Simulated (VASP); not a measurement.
Output of a VASP run:

### OSZICAR
```
       N       E                     dE             d eps       ncg     rms          rms(c)
DAV:   1     0.409551772700E+02    0.40955E+02   -0.41327E+03   522   0.100E+03
DAV:   2    -0.547188400752E+01   -0.46427E+02   -0.45415E+02   689   0.163E+02
DAV:   3    -0.741578408255E+01   -0.19439E+01   -0.19421E+01   671   0.388E+01
DAV:   4    -0.744813241884E+01   -0.32348E-01   -0.32307E-01   796   0.518E+00
DAV:   5    -0.744867617438E+01   -0.54376E-03   -0.54364E-03   682   0.526E-01    0.232E+00
DAV:   6    -0.736942849286E+01    0.79248E-01   -0.20045E-01   596   0.256E+00    0.167E+00
DAV:   7    -0.737173613304E+01   -0.23076E-02   -0.61160E-02   764   0.158E+00    0.918E-01
DAV:   8    -0.737668928593E+01   -0.49532E-02   -0.92240E-03   573   0.828E-01    0.141E-01
DAV:   9    -0.737669148092E+01   -0.21950E-05   -0.35910E-04   724   0.171E-01    0.497E-02
DAV:  10    -0.737677127020E+01   -0.79789E-04   -0.14917E-04   551   0.109E-01    0.306E-02
DAV:  11    -0.737677941161E+01   -0.81414E-05   -0.82431E-06   742   0.269E-02    0.389E-03
DAV:  12    -0.737678105605E+01   -0.16444E-05   -0.51023E-07   535   0.652E-03    0.338E-03
DAV:  13    -0.737678055287E+01    0.50317E-06   -0.17048E-07   270   0.364E-03
   1 F= -.73767806E+01 E0= -.73767806E+01  d E =-.129025E-23
```

### OUTCAR
```
------------------------ aborting loop because EDIFF is reached ----------------------------------------
  FORCE on cell =-STRESS in cart. coord.  units (eV):
  Direction    XX          YY          ZZ          XY          YZ          ZX
  --------------------------------------------------------------------------------------
  Total       -0.3621204     -0.3621204     -0.3621204      0.0000000      0.0000000      0.0000000
  in kB      -16.1039957    -16.1039957    -16.1039957      0.0000000      0.0000000      0.0000000
  external PRESSURE =     -16.1039957 kB  Pullay stress =       0.0000000 kB
  volume of cell :       36.03
      direct lattice vectors                 reciprocal lattice vectors
     0.000000000  2.621400000  2.621400000    -0.190737774  0.190737774  0.190737774
     2.621400000  0.000000000  2.621400000     0.190737774 -0.190737774  0.190737774
     2.621400000  2.621400000  0.000000000     0.190737774  0.190737774 -0.190737774
  FREE ENERGIE OF THE ION-ELECTRON SYSTEM (eV)
  ---------------------------------------------------
  free  energy   TOTEN  =        -7.3767805529 eV

  energy  without entropy=       -7.3767805529  energy(sigma->0) =       -7.37678055
```
(Selected blocks of OUTCAR.)

### POSCAR
```
LiCl
1
    0.0000000000     2.6214000000     2.6214000000
    2.6214000000     0.0000000000     2.6214000000
    2.6214000000     2.6214000000     0.0000000000
Li Cl
1 1
Direct
  0.0000000000   0.0000000000   0.0000000000
  0.5000000000   0.5000000000   0.5000000000
```

**Question.** Write an INCAR and KPOINTS that could have produced this output.

**Answer.** Several could match; the one computed here: the input of the run itself, PBE GGA, plane waves, VASP's PBE PAW potentials (set 64).

**KPOINTS**
```
Automatic mesh
0
Gamma
8 8 8
0 0 0
```

INCAR:
```
! general
SYSTEM = LiCl
PREC   = Accurate
ENCUT  = 520   ! plane-wave cut-off (eV)
LREAL  = .FALSE.   ! projection in real space or not
LASPH  = .TRUE.

! electronic loop
EDIFF  = 1E-6   ! SCF stop (eV)
NELM   = 100   ! most electronic steps
ALGO   = Normal   ! blocked Davidson

! smearing
ISMEAR = 0   ! Gaussian
SIGMA  = 0.05   ! width (eV)

! functional
GGA    = PE   ! PBE

! ions
ISIF   = 2

! output
LWAVE  = .FALSE.
LCHARG = .FALSE.
```

POTCAR, in this order: Li_sv Cl (PBE.64 set). Program: vasp_std.

The compound is LiCl in the rock salt structure. The cell was not relaxed at this level.
